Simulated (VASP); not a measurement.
# SbRh under strain, part 2 of 4

How does the pressure of SbRh answer to a change of volume? The bands are shown for each cell. All runs use PBEsol. Left out of this account: 1 further run (self-consistent run: a reference on another mesh). The start is a cell from a database of measured crystal structures.

VASP 6.6.1; PBEsol; plane waves and PAW (Sb, Rh_pv).

Still holding for the runs below: Spin-orbit coupling is off here; with elements this heavy it splits and shifts levels by tenths of an eV or more.

So far, pressure (GPa): step 2 (bands, cell as listed) -0.497.

## 3. Bands, volume times 1.04

The cell is expanded evenly, with fractional positions held.

Contents of INCAR:

```
SYSTEM = SbRh
PREC = Accurate
ENCUT = 400
EDIFF = 1E-06
NELM = 100
ISMEAR = -1
SIGMA = 0.05
LREAL = .FALSE.
ALGO = Normal
GGA = PS
NBANDS = 61
LASPH = .TRUE.
LORBIT = 11
LWAVE = .FALSE.
LCHARG = .FALSE.
KPAR = 8
```

Contents of POSCAR:

```
SbRh
1.0
    6.0503853277      0.0000000000      0.0000000000
    0.0000000000      3.9129229335      0.0000000000
    0.0000000000      0.0000000000      6.4074227016
Sb Rh
4 4
Direct
    0.1949000000      0.2500000000      0.5915000000
    0.3051000000      0.7500000000      0.0915000000
    0.6949000000      0.2500000000      0.9085000000
    0.8051000000      0.7500000000      0.4085000000
    0.0053000000      0.2500000000      0.1942000000
    0.4947000000      0.7500000000      0.6942000000
    0.5053000000      0.2500000000      0.3058000000
    0.9947000000      0.7500000000      0.8058000000
```

Contents of KPOINTS:

```
Automatic mesh
0
Gamma
5 8 5
0 0 0
```

Contents of KPOINTS_OPT:

```
Line mode
12
Line-mode
Reciprocal
  0.00000000   0.00000000   0.00000000 GAMMA
  0.00000000  -0.50000000   0.00000000 X

  0.00000000  -0.50000000   0.00000000 X
 -0.50000000  -0.50000000   0.00000000 S

 -0.50000000  -0.50000000   0.00000000 S
 -0.50000000   0.00000000   0.00000000 Y

 -0.50000000   0.00000000   0.00000000 Y
  0.00000000   0.00000000   0.00000000 GAMMA

  0.00000000   0.00000000   0.00000000 GAMMA
  0.00000000   0.00000000  -0.50000000 Z

  0.00000000   0.00000000  -0.50000000 Z
  0.00000000  -0.50000000  -0.50000000 U

  0.00000000  -0.50000000  -0.50000000 U
 -0.50000000  -0.50000000  -0.50000000 R

 -0.50000000  -0.50000000  -0.50000000 R
 -0.50000000   0.00000000  -0.50000000 T

 -0.50000000   0.00000000  -0.50000000 T
  0.00000000   0.00000000  -0.50000000 Z

 -0.50000000   0.00000000   0.00000000 Y
 -0.50000000   0.00000000  -0.50000000 T

  0.00000000  -0.50000000  -0.50000000 U
  0.00000000  -0.50000000   0.00000000 X

 -0.50000000  -0.50000000   0.00000000 S
 -0.50000000  -0.50000000  -0.50000000 R
```

PAW data sets: Sb and Rh_pv (PBE family, release 64).

Command:

```
> mpirun -np 8 vasp_std
```

Output:

```text
[banner, memory and clock lines left out]
running    8 mpi-ranks, on    1 nodes
 distrk:  each k-point on    1 cores,    8 groups
 distr:  one band on    1 cores,    1 groups

 POSCAR found type information on POSCAR SbRh
 POSCAR found :  2 types and       8 ions
 [... a notice as in an earlier step ...]

 [... a notice as in an earlier step ...]

 LDA part: xc-table for (Slater+PW92), standard interpolation
 POSCAR, INCAR and KPOINTS ok, starting setup
 FFT: planning ... GRIDC
 FFT: planning ... GRID_SOFT
 FFT: planning ... GRID
 WAVECAR not read
 entering main loop
       N       E                     dE             d eps       ncg     rms          rms(c)
DAV:   1     0.708262348831E+03    0.70826E+03   -0.36792E+04  6250   0.105E+03
DAV:   2    -0.221102497799E+02   -0.73037E+03   -0.69082E+03  6267   0.339E+02
DAV:   3    -0.552344208925E+02   -0.33124E+02   -0.32260E+02  6219   0.754E+01
DAV:   4    -0.557734196862E+02   -0.53900E+00   -0.53799E+00  6112   0.989E+00
DAV:   5    -0.557846401199E+02   -0.11220E-01   -0.11220E-01  6177   0.157E+00    0.159E+01
DAV:   6    -0.550938948708E+02    0.69075E+00   -0.24714E+00  6082   0.946E+00    0.642E+00
DAV:   7    -0.548958138238E+02    0.19808E+00   -0.64629E-01  5775   0.507E+00    0.509E+00
DAV:   8    -0.547847907536E+02    0.11102E+00   -0.35464E-01  6091   0.335E+00    0.443E-01
DAV:   9    -0.547838217149E+02    0.96904E-03   -0.79827E-03  5893   0.382E-01    0.284E-01
DAV:  10    -0.547832385862E+02    0.58313E-03   -0.17374E-03  5919   0.224E-01    0.391E-02
DAV:  11    -0.547832233724E+02    0.15214E-04   -0.12147E-04  6106   0.609E-02    0.134E-02
DAV:  12    -0.547832259453E+02   -0.25729E-05   -0.10475E-05  5966   0.167E-02    0.904E-03
DAV:  13    -0.547832246990E+02    0.12463E-05   -0.18897E-06  3888   0.824E-03    0.327E-03
DAV:  14    -0.547832244067E+02    0.29230E-06   -0.13674E-07  3275   0.216E-03
   1 F= -.54783224E+02 E0= -.54768870E+02  d E =-.287090E-01
 Start KPOINTS_OPT (optional k-point list driver)
k-point batch [1-45\144]
       N       E                     dE             ncg
DAV:   1     0.113223728342E+05   -0.50031E+05     6266
DAV:   2    -0.213849193608E+05   -0.32707E+05     6256
DAV:   3    -0.228425465217E+05   -0.14576E+04     6212
DAV:   4    -0.228670330628E+05   -0.24487E+02     6134
DAV:   5    -0.228675706759E+05   -0.53761E+00     6579
DAV:   6    -0.228675896935E+05   -0.19018E-01     6195
DAV:   7    -0.228675907565E+05   -0.10629E-02     6248
DAV:   8    -0.228675908144E+05   -0.57939E-04     5384
DAV:   9    -0.228675908167E+05   -0.22771E-05     3687
DAV:  10    -0.228675908171E+05   -0.43079E-06     3381
[...]
k-point batch [136-144\144]
       N       E                     dE             ncg
DAV:   1     0.556029967514E+05   -0.17784E+05     1274
DAV:   2     0.491965144415E+05   -0.64065E+04     1233
DAV:   3     0.489247585017E+05   -0.27176E+03     1210
DAV:   4     0.489207271768E+05   -0.40313E+01     1166
DAV:   5     0.489206285721E+05   -0.98605E-01     1315
DAV:   6     0.489206254027E+05   -0.31693E-02     1184
DAV:   7     0.489206252297E+05   -0.17301E-03     1256
DAV:   8     0.489206252189E+05   -0.10786E-04      971
DAV:   9     0.489206252185E+05   -0.49347E-06      752
```

Wall time 5.9 min (8 MPI ranks of AMD EPYC 7571, shared host); peak memory 3.8 GiB; 37 min of CPU time.

OUTCAR, selected parts (step 3):

```text
  LATTYP: Found a simple orthorhombic cell.
 ALAT       =     3.9129229335
 B/A-ratio  =     1.5462572176
 C/A-ratio  =     1.6375029129

 Found     45 irreducible k-points:

   ENCUT  =  400.0 eV  29.40 Ry    5.42 a.u.   9.87  6.38 10.45*2*pi/ulx,y,z

   NELECT =      80.0000    total number of electrons

 E-fermi :  10.4569

 k-point     1 :       0.0000    0.0000    0.0000
  band No.  band energies     occupation
    ...
     36       8.6516      2.00000
     37       8.7035      2.00000
     38       8.7748      2.00000
     39       9.2837      2.00000
     40       9.9623      1.99990
     41      11.0249      0.00002
     42      11.4382      0.00000
     43      12.4481      0.00000
     44      12.8268      0.00000
     45      12.9118      0.00000
    ...

 k-point     2 :       0.2000    0.0000    0.0000
  band No.  band energies     occupation
    ...
     36       8.7395      2.00000
     37       8.8175      2.00000
     38       9.2829      2.00000
     39       9.4401      2.00000
     40       9.9639      1.99990
     41      11.2284      0.00000
     42      11.8640      0.00000
     43      12.2629      0.00000
     44      12.6657      0.00000
     45      12.6861      0.00000
    ...

  Total       -6.4146208     -5.8137893     -5.8554697      0.0000000      0.0000000      0.0000000
  in kB      -67.7507129    -61.4047784    -61.8450033      0.0000000      0.0000000      0.0000000
  external PRESSURE =     -63.6668315 kB  Pullay stress =       0.0000000 kB

  energy-cutoff  :      400.00
  volume of cell :      151.69
      direct lattice vectors                 reciprocal lattice vectors
     6.050385328  0.000000000  0.000000000     0.165278730  0.000000000  0.000000000
     0.000000000  3.912922933  0.000000000     0.000000000  0.255563428  0.000000000
     0.000000000  0.000000000  6.407422702     0.000000000  0.000000000  0.156068992

 POSITION                                       TOTAL-FORCE (eV/Angst)
 -----------------------------------------------------------------------------------
      1.17922      0.97823      3.78999         0.173856     -0.000000      0.006694
      1.84597      2.93469      0.58628        -0.173856      0.000000      0.006694
      4.20441      0.97823      5.82114         0.173856     -0.000000     -0.006694
      4.87117      2.93469      2.61743        -0.173856      0.000000     -0.006694
      0.03207      0.97823      1.24432        -0.016762     -0.000000     -0.025533
      2.99313      2.93469      4.44803         0.016762     -0.000000     -0.025533
      3.05726      0.97823      1.95939        -0.016762      0.000000      0.025533
      6.01832      2.93469      5.16310         0.016762      0.000000      0.025533
 -----------------------------------------------------------------------------------
    total drift:                                0.000000      0.000000     -0.000000

  FREE ENERGIE OF THE ION-ELECTRON SYSTEM (eV)
  ---------------------------------------------------
  free  energy   TOTEN  =       -54.7832244067 eV

  energy  without entropy=      -54.7545154170  energy(sigma->0) =      -54.76886991

 total charge
# of ion       s       p       d       tot
------------------------------------------
    1        1.119   1.202   0.085   2.406
    2        1.119   1.202   0.085   2.406
    3        1.119   1.202   0.085   2.406
    4        1.119   1.202   0.085   2.406
    5        0.309   6.232   7.325  13.866
    6        0.309   6.232   7.325  13.866
    7        0.309   6.232   7.325  13.866
    8        0.309   6.232   7.325  13.866
--------------------------------------------------
tot          5.713  29.737  29.637  65.087

[... 5 parts as in an earlier step ...]

[... 6 further parts left out ...]
```

Numbers from this step:

```
free energy (TOTEN)     : -54.7832 eV
energy at zero smearing : -54.7689 eV
Fermi energy            : 10.46 eV
pressure                : -6.367 GPa
```

The electronic bands at the labelled points (eV, zero at the Fermi level; # counts the bands kept, so #1 is VASP's band 17):

```tsv
point	#21	#22	#23	#24	#25	#26	#27	#28
Γ	-1.75	-1.68	-1.17	-0.49	0.57	0.98	1.99	2.37
0.55 of the way	-1.60	-0.99	-0.98	-0.29	0.18	0.71	0.85	1.39
X	-1.58	-1.58	-1.38	-1.38	-0.05	-0.05	1.46	1.46
0.45 of the way	-1.63	-1.63	-1.35	-1.35	0.09	0.09	1.00	1.00
S	-1.31	-1.31	-1.31	-1.31	0.45	0.45	0.45	0.45
0.45 of the way	-1.17	-1.17	-0.82	-0.82	0.48	0.48	1.12	1.12
Y	-1.50	-1.50	-0.07	-0.07	0.87	0.87	1.81	1.81
0.45 of the way	-1.62	-1.23	-0.60	-0.47	0.81	1.51	1.77	2.15
Γ	-1.75	-1.68	-1.17	-0.49	0.57	0.98	1.99	2.37
0.45 of the way	-1.40	-1.37	-0.80	-0.37	0.70	1.00	1.62	1.95
Z	-1.40	-1.40	0.14	0.14	0.51	0.51	1.31	1.31
0.45 of the way	-1.26	-1.26	-0.53	-0.53	0.33	0.33	1.77	1.77
U	-1.64	-1.64	-1.52	-1.52	0.47	0.47	0.68	0.68
0.45 of the way	-1.59	-1.59	-1.48	-1.48	0.91	0.91	1.05	1.05
R	-1.47	-1.47	-1.47	-1.47	1.90	1.90	1.90	1.90
0.55 of the way	-0.90	-0.90	-0.22	-0.22	0.21	0.21	0.93	0.93
T	-1.15	-1.15	0.36	0.36	1.32	1.32	1.90	1.90
0.45 of the way	-1.27	-1.27	0.07	0.07	1.03	1.03	1.46	1.46
Z	-1.40	-1.40	0.14	0.14	0.51	0.51	1.31	1.31
jump to Y	-1.50	-1.50	-0.07	-0.07	0.87	0.87	1.81	1.81
0.55 of the way	-1.40	-1.40	0.24	0.24	1.32	1.32	1.39	1.39
T	-1.15	-1.15	0.36	0.36	1.32	1.32	1.90	1.90
jump to U	-1.64	-1.64	-1.52	-1.52	0.47	0.47	0.68	0.68
0.45 of the way	-1.68	-1.68	-1.50	-1.50	0.04	0.04	1.05	1.05
X	-1.58	-1.58	-1.38	-1.38	-0.05	-0.05	1.46	1.46
jump to S	-1.31	-1.31	-1.31	-1.31	0.45	0.45	0.45	0.45
```

Of the projections kept (Sb, Rh), the largest for each band there; the rest of the weight can lie on other orbitals:

```tsv
point	#21	#22	#23	#24	#25	#26	#27	#28
Γ	Rh 0.99	Rh 0.95	Rh 0.90	Rh 0.94	Rh 0.71	Rh 0.79	Sb 0.67	Sb 0.73
X	Rh 0.97	Rh 0.97	Rh 0.84	Rh 0.84	Rh 0.92	Rh 0.92	Rh 0.64	Rh 0.64
S	Rh 0.94	Rh 0.94	Rh 0.94	Rh 0.94	Rh 0.81	Rh 0.81	Rh 0.81	Rh 0.81
Y	Rh 0.99	Rh 0.99	Rh 0.63	Rh 0.63	Rh 0.62	Rh 0.62	Rh 0.51	Rh 0.51
Γ	Rh 0.99	Rh 0.95	Rh 0.90	Rh 0.94	Rh 0.71	Rh 0.79	Sb 0.67	Sb 0.73
Z	Rh 0.78	Rh 0.78	Rh 0.89	Rh 0.89	Rh 0.66	Rh 0.66	Sb 0.50	Sb 0.50
```

Force by atom:

```tsv
atom	x (eV/Å)	y (eV/Å)	z (eV/Å)	size
Sb1	0.174	0.000	0.007	0.174
Sb2	-0.174	0.000	0.007	0.174
Sb3	0.174	0.000	-0.007	0.174
Sb4	-0.174	0.000	-0.007	0.174
Rh5	-0.017	0.000	-0.026	0.031
Rh6	0.017	0.000	-0.026	0.031
Rh7	-0.017	0.000	0.026	0.031
Rh8	0.017	0.000	0.026	0.031
```

 The pressure is -6.37 GPa.

For the pressure, step 2 gave -0.497 GPa; this run, with cell volume +4.0 %, gives -6.37 GPa.

## 4. Bands, volume times 1.08

The cell is expanded evenly, with fractional positions held.

INCAR is that of step 3.

POSCAR: that of step 3 with these lines changed.

```diff
@@ -2,5 +2,5 @@
 1.0
-    6.0503853277      0.0000000000      0.0000000000
-    0.0000000000      3.9129229335      0.0000000000
-    0.0000000000      0.0000000000      6.4074227016
+    6.1269806150      0.0000000000      0.0000000000
+    0.0000000000      3.9624588622      0.0000000000
+    0.0000000000      0.0000000000      6.4885379292
 Sb Rh
```

KPOINTS is that of step 3.

KPOINTS_OPT is that of step 3.

Command:

```
> mpirun -np 8 vasp_std
```

Output:

```text
[... set-up lines as in an earlier step ...]
 entering main loop
       N       E                     dE             d eps       ncg     rms          rms(c)
DAV:   1     0.694197926878E+03    0.69420E+03   -0.36813E+04  6242   0.104E+03
DAV:   2    -0.229140198952E+02   -0.71711E+03   -0.67845E+03  6216   0.334E+02
DAV:   3    -0.549305249524E+02   -0.32017E+02   -0.31180E+02  6188   0.736E+01
DAV:   4    -0.554608657456E+02   -0.53034E+00   -0.52938E+00  6136   0.966E+00
DAV:   5    -0.554717011870E+02   -0.10835E-01   -0.10835E-01  6281   0.153E+00    0.145E+01
DAV:   6    -0.548009045688E+02    0.67080E+00   -0.25373E+00  6016   0.946E+00    0.584E+00
DAV:   7    -0.545951636454E+02    0.20574E+00   -0.66316E-01  5790   0.511E+00    0.481E+00
DAV:   8    -0.544836479707E+02    0.11152E+00   -0.36818E-01  6090   0.332E+00    0.469E-01
DAV:   9    -0.544826366721E+02    0.10113E-02   -0.78268E-03  5907   0.377E-01    0.308E-01
DAV:  10    -0.544820289857E+02    0.60769E-03   -0.18462E-03  5944   0.229E-01    0.420E-02
DAV:  11    -0.544820138061E+02    0.15180E-04   -0.12272E-04  6105   0.617E-02    0.135E-02
DAV:  12    -0.544820165738E+02   -0.27677E-05   -0.10435E-05  5958   0.162E-02    0.922E-03
DAV:  13    -0.544820153896E+02    0.11842E-05   -0.20581E-06  3932   0.847E-03    0.328E-03
DAV:  14    -0.544820151364E+02    0.25324E-06   -0.13705E-07  3255   0.214E-03
   1 F= -.54482015E+02 E0= -.54466512E+02  d E =-.310070E-01
 Start KPOINTS_OPT (optional k-point list driver)
k-point batch [1-45\144]
       N       E                     dE             ncg
DAV:   1     0.897822082122E+04   -0.50974E+05     6306
DAV:   2    -0.230461343213E+05   -0.32024E+05     6296
DAV:   3    -0.244639741332E+05   -0.14178E+04     6239
DAV:   4    -0.244872673224E+05   -0.23293E+02     6104
DAV:   5    -0.244877776475E+05   -0.51033E+00     6641
DAV:   6    -0.244877955492E+05   -0.17902E-01     6192
DAV:   7    -0.244877965363E+05   -0.98705E-03     6118
DAV:   8    -0.244877965914E+05   -0.55138E-04     5371
DAV:   9    -0.244877965935E+05   -0.20799E-05     3666
DAV:  10    -0.244877965939E+05   -0.39941E-06     3388
[...]
k-point batch [136-144\144]
       N       E                     dE             ncg
DAV:   1     0.538342144009E+05   -0.17964E+05     1282
DAV:   2     0.475551382110E+05   -0.62791E+04     1241
DAV:   3     0.472891832631E+05   -0.26595E+03     1228
DAV:   4     0.472851205237E+05   -0.40627E+01     1176
DAV:   5     0.472850262589E+05   -0.94265E-01     1280
DAV:   6     0.472850230604E+05   -0.31985E-02     1208
DAV:   7     0.472850228883E+05   -0.17213E-03     1256
DAV:   8     0.472850228775E+05   -0.10787E-04     1059
DAV:   9     0.472850228771E+05   -0.34100E-06      717
```

The job ended after 6.1 min (8 MPI ranks; peak memory 3.9 GiB).

From OUTCAR (step 4):

```text
  LATTYP: Found a simple orthorhombic cell.
 ALAT       =     3.9624588622
 B/A-ratio  =     1.5462572176
 C/A-ratio  =     1.6375029129

 Found     45 irreducible k-points:

   ENCUT  =  400.0 eV  29.40 Ry    5.42 a.u.   9.99  6.46 10.58*2*pi/ulx,y,z

   NELECT =      80.0000    total number of electrons

 E-fermi :   9.8407

 k-point     1 :       0.0000    0.0000    0.0000
  band No.  band energies     occupation
    ...
     36       8.1687      2.00000
     37       8.2149      2.00000
     38       8.2803      2.00000
     39       8.7436      2.00000
     40       9.3981      1.99971
     41      10.3032      0.00019
     42      10.8080      0.00000
     43      11.7675      0.00000
     44      12.1485      0.00000
     45      12.2244      0.00000
    ...

 k-point     2 :       0.2000    0.0000    0.0000
  band No.  band energies     occupation
    ...
     36       8.2508      2.00000
     37       8.3182      2.00000
     38       8.7497      2.00000
     39       8.9091      2.00000
     40       9.3905      1.99975
     41      10.5055      0.00000
     42      11.2270      0.00000
     43      11.5716      0.00000
     44      11.9779      0.00000
     45      12.0128      0.00000
    ...

  Total      -11.3824026    -10.5137429    -10.4091320      0.0000000      0.0000000      0.0000000
  in kB     -115.7674333   -106.9325229   -105.8685533      0.0000000      0.0000000      0.0000000
  external PRESSURE =    -109.5228365 kB  Pullay stress =       0.0000000 kB

  energy-cutoff  :      400.00
  volume of cell :      157.53
      direct lattice vectors                 reciprocal lattice vectors
     6.126980615  0.000000000  0.000000000     0.163212529  0.000000000  0.000000000
     0.000000000  3.962458862  0.000000000     0.000000000  0.252368551  0.000000000
     0.000000000  0.000000000  6.488537929     0.000000000  0.000000000  0.154117925

 POSITION                                       TOTAL-FORCE (eV/Angst)
 -----------------------------------------------------------------------------------
      1.19415      0.99061      3.83797         0.242770     -0.000000     -0.018404
      1.86934      2.97184      0.59370        -0.242770     -0.000000     -0.018404
      4.25764      0.99061      5.89484         0.242770     -0.000000      0.018404
      4.93283      2.97184      2.65057        -0.242770     -0.000000      0.018404
      0.03247      0.99061      1.26007        -0.085613     -0.000000      0.032171
      3.03102      2.97184      4.50434         0.085613      0.000000      0.032171
      3.09596      0.99061      1.98419        -0.085613      0.000000     -0.032171
      6.09451      2.97184      5.22846         0.085613      0.000000     -0.032171
 -----------------------------------------------------------------------------------
    total drift:                               -0.000000      0.000000      0.000000

  FREE ENERGIE OF THE ION-ELECTRON SYSTEM (eV)
  ---------------------------------------------------
  free  energy   TOTEN  =       -54.4820151364 eV

  energy  without entropy=      -54.4510081513  energy(sigma->0) =      -54.46651164

 total charge
# of ion       s       p       d       tot
------------------------------------------
    1        1.124   1.177   0.077   2.377
    2        1.124   1.177   0.077   2.377
    3        1.124   1.177   0.077   2.377
    4        1.124   1.177   0.077   2.377
    5        0.298   6.213   7.298  13.809
    6        0.298   6.213   7.298  13.809
    7        0.298   6.213   7.298  13.809
    8        0.298   6.213   7.298  13.809
--------------------------------------------------
tot          5.687  29.558  29.500  64.744

[... 5 parts as in an earlier step ...]

[... 6 further parts left out ...]
```

Numbers from this step:

```
free energy (TOTEN)     : -54.4820 eV
energy at zero smearing : -54.4665 eV
Fermi energy            : 9.841 eV
pressure                : -10.95 GPa
```

Electronic bands along the path, in eV, zero at the Fermi level; # counts the bands kept, so #1 is VASP's band 17:

```tsv
point	#21	#22	#23	#24	#25	#26	#27	#28
Γ	-1.63	-1.56	-1.10	-0.44	0.46	0.97	1.93	2.31
0.45 of the way	-1.47	-0.98	-0.82	-0.28	0.43	0.67	1.07	1.20
X	-1.46	-1.46	-1.27	-1.27	-0.04	-0.04	1.39	1.39
0.45 of the way	-1.51	-1.51	-1.24	-1.24	0.08	0.08	0.94	0.94
S	-1.22	-1.22	-1.22	-1.22	0.42	0.42	0.42	0.42
0.55 of the way	-1.13	-1.13	-0.64	-0.64	0.38	0.38	1.40	1.40
Y	-1.39	-1.39	-0.10	-0.10	0.88	0.88	1.73	1.73
0.45 of the way	-1.50	-1.14	-0.53	-0.44	0.70	1.44	1.75	2.09
Γ	-1.63	-1.56	-1.10	-0.44	0.46	0.97	1.93	2.31
0.45 of the way	-1.30	-1.27	-0.73	-0.33	0.60	0.98	1.57	1.87
Z	-1.30	-1.30	0.15	0.15	0.52	0.52	1.21	1.21
0.45 of the way	-1.17	-1.17	-0.48	-0.48	0.32	0.32	1.71	1.71
U	-1.52	-1.52	-1.40	-1.40	0.48	0.48	0.59	0.59
0.55 of the way	-1.46	-1.46	-1.36	-1.36	1.05	1.05	1.10	1.10
R	-1.37	-1.37	-1.37	-1.37	1.83	1.83	1.83	1.83
0.45 of the way	-0.92	-0.92	-0.56	-0.56	0.31	0.31	1.10	1.10
T	-1.08	-1.08	0.36	0.36	1.24	1.24	1.86	1.86
0.45 of the way	-1.20	-1.20	0.07	0.07	1.01	1.01	1.37	1.37
Z	-1.30	-1.30	0.15	0.15	0.52	0.52	1.21	1.21
jump to Y	-1.39	-1.39	-0.10	-0.10	0.88	0.88	1.73	1.73
0.55 of the way	-1.30	-1.30	0.22	0.22	1.30	1.30	1.32	1.32
T	-1.08	-1.08	0.36	0.36	1.24	1.24	1.86	1.86
jump to U	-1.52	-1.52	-1.40	-1.40	0.48	0.48	0.59	0.59
0.45 of the way	-1.56	-1.56	-1.39	-1.39	0.03	0.03	0.99	0.99
X	-1.46	-1.46	-1.27	-1.27	-0.04	-0.04	1.39	1.39
jump to S	-1.22	-1.22	-1.22	-1.22	0.42	0.42	0.42	0.42
```

Of the projections kept (Sb, Rh), the largest for each band there; the rest of the weight can lie on other orbitals:

```tsv
point	#21	#22	#23	#24	#25	#26	#27	#28
Γ	Rh 0.99	Rh 0.95	Rh 0.91	Rh 0.94	Rh 0.72	Rh 0.80	Sb 0.67	Sb 0.74
X	Rh 0.97	Rh 0.97	Rh 0.85	Rh 0.85	Rh 0.92	Rh 0.92	Rh 0.65	Rh 0.65
S	Rh 0.94	Rh 0.94	Rh 0.94	Rh 0.94	Rh 0.81	Rh 0.81	Rh 0.81	Rh 0.81
Y	Rh 0.99	Rh 0.99	Rh 0.64	Rh 0.64	Rh 0.63	Rh 0.63	Rh 0.52	Rh 0.52
Γ	Rh 0.99	Rh 0.95	Rh 0.91	Rh 0.94	Rh 0.72	Rh 0.80	Sb 0.67	Sb 0.74
Z	Rh 0.79	Rh 0.79	Rh 0.89	Rh 0.89	Rh 0.66	Rh 0.66	Rh 0.52	Rh 0.52
```

Force by atom:

```tsv
atom	x (eV/Å)	y (eV/Å)	z (eV/Å)	size
Sb1	0.243	0.000	-0.018	0.243
Sb2	-0.243	0.000	-0.018	0.243
Sb3	0.243	0.000	0.018	0.243
Sb4	-0.243	0.000	0.018	0.243
Rh5	-0.086	0.000	0.032	0.091
Rh6	0.086	0.000	0.032	0.091
Rh7	-0.086	0.000	-0.032	0.091
Rh8	0.086	0.000	-0.032	0.091
```

 The pressure is -10.95 GPa.

For the pressure, step 2 gave -0.497 GPa; this run, with cell volume +8.0 %, gives -11.0 GPa.

(Continued in part 3 of 4.)

[Lines on the potential files, build, host, timing and source positions are cut from VASP's logs without a mark.]

[Logs are printed without paths, hosts, clocks, repeated set-up lines and the standing remarks that a program may print on its own settings, such as how far it seeks lower states.]

[Hosts, paths, dates, database ids (printed as entryN), source tags and the programs' standing remarks are cut or masked in the printed files.]

[A measured line is paired with the nearest computed mode of its activity, which favours agreement.]
